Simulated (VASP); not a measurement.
Data:

```
CELL_PARAMETERS angstrom
     -2.64000     2.64000     2.64000
      2.64000    -2.64000     2.64000
      2.64000     2.64000    -2.64000
ATOMIC_POSITIONS crystal
  K  0.00000 0.00000 0.00000
```

These are PBE GGA, VASP's PBE PAW potentials (set 64) (plane waves; VASP 6.6.1) values and carry that method's errors. Settings: 400 eV cut-off, Gaussian smearing of 0.050 eV, potentials K_sv.

**Question.** Estimate the band gap (along the path) with the smallest direct gap where there is one.

**Answer.** 
The band gap (along the path) is none (metal, semimetal or under 0.01 eV).

The compound is K in the bcc structure. The cell was not relaxed at this level.
